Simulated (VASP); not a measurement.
## InBi (relaxed from the zinc blende structure, space group F-43m): computed properties

Level of theory: PBEsol GGA, VASP's PBE PAW potentials (set 64) (plane waves; VASP).

```yaml
space_group: F-43m (216)
cell: a = 6.719 Å, b = 6.719 Å, c = 6.719 Å, α = 90.00°, β = 90.00°, γ = 90.00°
volume_per_atom: 37.92 Å³/atom
band gap (over mesh and band path): none (metal, semimetal or under 0.01 eV)
density: 7.09 g/cm³
```

Space group F-43m (No. 216); a = b = c = 6.719 Å, α = β = γ = 90.00°

| atom | site | symmetry | x | y | z |
|---|---|---|---|---|---|
| In | 4a | -43m | 0.0000 | 0.0000 | 0.0000 |
| Bi | 4d | -43m | 0.7500 | 0.7500 | 0.7500 |
(The calculation used a cell of 2 atoms; values per cell refer to that cell.)

Unless said otherwise, spin-orbit coupling is left out, though it shifts the bands of the heavy elements here.

The structure was generated: InBi was put into the zinc blende type (F-43m), which need not be its known phase. It was relaxed first. Symmetry was kept, so distortions that lower it aren't found.
